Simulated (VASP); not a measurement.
Computed with PBE GGA, VASP's PBE PAW potentials (set 64) (plane waves; VASP 6.6.1).

The input files of a VASP run:

INCAR:
```
ALGO  =  Normal
EDIFF  =  1E-6
ENCUT  =  525
GGA  =  PE
ISIF  =  2
ISMEAR  =  1
LASPH  =  .TRUE.
LCHARG  =  .FALSE.
LMAXMIX  =  6
LREAL  =  .FALSE.
LWAVE  =  .FALSE.
NELM  =  100
PREC  =  Accurate
SIGMA  =  0.1
SYSTEM  =  AuAl2
```

File KPOINTS:
```
Regular mesh
0
G
  8 8 8
```

File POSCAR:
```
AuAl2
1
    0.0000000000     3.0600000000     3.0600000000
    3.0600000000     0.0000000000     3.0600000000
    3.0600000000     3.0600000000     0.0000000000
Al Au
2 1
Direct
  0.2500000000   0.2500000000   0.2500000000
  0.7500000000   0.7500000000   0.7500000000
  0.0000000000   0.0000000000   0.0000000000
```

POTCAR, in this order: Al Au (PBE.64 set). Program: vasp_std.

Output

OUTCAR:
```
 ion  position               nearest neighbor table
   1  0.250  0.250  0.250-   3 2.65   3 2.65   3 2.65   3 2.65   2 3.06   2 3.06   2 3.06   2 3.06
                             2 3.06   2 3.06
   2  0.750  0.750  0.750-   3 2.65   3 2.65   3 2.65   3 2.65   1 3.06   1 3.06   1 3.06   1 3.06
                             1 3.06   1 3.06
   3  0.000  0.000  0.000-   2 2.65   2 2.65   2 2.65   1 2.65   2 2.65   1 2.65   1 2.65   1 2.65
  LATTYP: Found a face centered cubic cell.
 ALAT       =     6.1200000000
 Subroutine PRICEL returns:
 Original cell was already a primitive cell.
 Subroutine GETGRP returns: Found 48 space group operations
The static configuration has the point symmetry O_h .
The dynamic configuration has the point symmetry O_h .
 Subroutine INISYM returns: Found 48 space group operations
 Subroutine IBZKPT returns following result:
 Found     29 irreducible k-points:

 Following reciprocal coordinates:
            Coordinates               Weight
  0.000000  0.000000  0.000000      1.000000
  0.125000  0.000000  0.000000      8.000000
  0.250000  0.000000  0.000000      8.000000
  0.375000  0.000000  0.000000      8.000000
  0.500000  0.000000  0.000000      4.000000
  0.125000  0.125000  0.000000      6.000000
  0.250000  0.125000  0.000000     24.000000
  0.375000  0.125000  0.000000     24.000000
  0.500000  0.125000  0.000000     24.000000
 -0.375000  0.125000  0.000000     24.000000
 -0.250000  0.125000  0.000000     24.000000
 -0.125000  0.125000  0.000000     12.000000
  0.250000  0.250000  0.000000      6.000000
  0.375000  0.250000  0.000000     24.000000
  0.500000  0.250000  0.000000     24.000000
 -0.375000  0.250000  0.000000     24.000000
 -0.250000  0.250000  0.000000     12.000000
  0.375000  0.375000  0.000000      6.000000
  0.500000  0.375000  0.000000     24.000000
 -0.375000  0.375000  0.000000     12.000000
  0.500000  0.500000  0.000000      3.000000
  0.375000  0.250000  0.125000     24.000000
  0.500000  0.250000  0.125000     48.000000
 -0.375000  0.250000  0.125000     24.000000
  0.500000  0.375000  0.125000     24.000000
 -0.375000  0.375000  0.125000     48.000000
 -0.250000  0.375000  0.125000     24.000000
 -0.375000  0.500000  0.125000     12.000000
 -0.250000  0.500000  0.250000      6.000000
   k-points           NKPTS =     29   k-points in BZ     NKDIM =     29   number of bands    NBANDS=     12
   number of dos      NEDOS =    301   number of ions     NIONS =      3
   total plane-waves  NPLWV =  32768
   dimension x,y,z NGX =    32 NGY =   32 NGZ =   32
   dimension x,y,z NGXF=    64 NGYF=   64 NGZF=   64
   ions per type =               2   1
   PREC   = accura    normal or accurate (medium, high low for compatibility)
   ISTART =      0    job   : 0-new  1-cont  2-samecut
   ICHARG =      2    charge: 1-file 2-atom 10-const
   ISPIN  =      1    spin polarized calculation?
   LNONCOLLINEAR =      F non collinear calculations
   LSORBIT =      F    spin-orbit coupling
   INIWAV =      1    electr: 0-lowe 1-rand  2-diag
   ENCUT  =  525.0 eV  38.59 Ry    6.21 a.u.   8.08  8.08  8.08*2*pi/ulx,y,z
   NELM   =    100;   NELMIN=  2; NELMDL= -5     # of ELM steps
   EDIFF  = 0.1E-05   stopping-criterion for ELM
   LREAL  =      F    real-space projection
   NLSPLINE    = F    spline interpolate recip. space projectors
   LMAXMIX     =    6 max onsite mixed and CHGCAR
   VOSKOWN=      0    Vosko Wilk Nusair interpolation
   EDIFFG = 0.1E-04   stopping-criterion for IOM
   NSW    =      0    number of steps for IOM
   NBLOCK =      1;   KBLOCK =      1    inner block; outer block
   IBRION =     -1    ionic relax: 0-MD 1-quasi-New 2-CG
   NFREE  =      0    steps in history (QN), initial steepest desc. (CG)
   ISIF   =      2    stress and relaxation
   ISYM   =      2    0-nonsym 1-usesym 2-fastsym
...
```

### OSZICAR
```
       N       E                     dE             d eps       ncg     rms          rms(c)
DAV:   1     0.638190685255E+02    0.63819E+02   -0.71640E+03   712   0.118E+03
DAV:   2    -0.109655487782E+02   -0.74785E+02   -0.67839E+02   804   0.202E+02
DAV:   3    -0.131831272862E+02   -0.22176E+01   -0.21919E+01   860   0.344E+01
DAV:   4    -0.132029010014E+02   -0.19774E-01   -0.19765E-01   824   0.385E+00
DAV:   5    -0.132032200910E+02   -0.31909E-03   -0.31907E-03   884   0.515E-01    0.848E+00
DAV:   6    -0.121106834492E+02    0.10925E+01   -0.62793E+00   776   0.279E+01    0.411E+00
DAV:   7    -0.120364158971E+02    0.74268E-01   -0.31098E-01   740   0.658E+00    0.182E+00
DAV:   8    -0.120105187887E+02    0.25897E-01   -0.30386E-02   796   0.133E+00    0.408E-01
DAV:   9    -0.120092978571E+02    0.12209E-02   -0.43120E-03   792   0.784E-01    0.189E-01
DAV:  10    -0.120094546087E+02   -0.15675E-03   -0.27526E-04   752   0.134E-01    0.367E-02
DAV:  11    -0.120094507383E+02    0.38704E-05   -0.10846E-05   836   0.292E-02    0.140E-02
DAV:  12    -0.120094529779E+02   -0.22397E-05   -0.55078E-06   740   0.162E-02    0.328E-03
DAV:  13    -0.120094529941E+02   -0.16181E-07   -0.22876E-07   468   0.490E-03
   1 F= -.12009453E+02 E0= -.12008482E+02  d E =-.291223E-02
```

File OUTCAR:
```
------------------------ aborting loop because EDIFF is reached ----------------------------------------
  FORCE on cell =-STRESS in cart. coord.  units (eV):
  Direction    XX          YY          ZZ          XY          YZ          ZX
  --------------------------------------------------------------------------------------
  Total       -1.0958726     -1.0958726     -1.0958726     -0.0000000     -0.0000000      0.0000000
  in kB      -30.6391264    -30.6391264    -30.6391264     -0.0000000     -0.0000000      0.0000000
  external PRESSURE =     -30.6391264 kB  Pullay stress =       0.0000000 kB
  volume of cell :       57.31
      direct lattice vectors                 reciprocal lattice vectors
     0.000000000  3.060000000  3.060000000    -0.163398693  0.163398693  0.163398693
     3.060000000  0.000000000  3.060000000     0.163398693 -0.163398693  0.163398693
     3.060000000  3.060000000  0.000000000     0.163398693  0.163398693 -0.163398693
 POSITION                                       TOTAL-FORCE (eV/Angst)
 -----------------------------------------------------------------------------------
      1.53000      1.53000      1.53000        -0.000000     -0.000000     -0.000000
      4.59000      4.59000      4.59000         0.000000      0.000000      0.000000
      0.00000      0.00000      0.00000        -0.000000      0.000000     -0.000000
 -----------------------------------------------------------------------------------
    total drift:                                0.000000     -0.000000      0.000000
  FREE ENERGIE OF THE ION-ELECTRON SYSTEM (eV)
  ---------------------------------------------------
  free  energy   TOTEN  =       -12.0094529941 eV

  energy  without entropy=      -12.0065407688  energy(sigma->0) =      -12.00848225
```
(Selected blocks of OUTCAR.)

The compound is AuAl2 in the fluorite structure. The cell was not relaxed at this level. The run is one of a series of settings (ENCUT = 525 against the base run), some of them coarse on purpose. The electron count is odd and the run is not spin-polarised, which forces a metal.
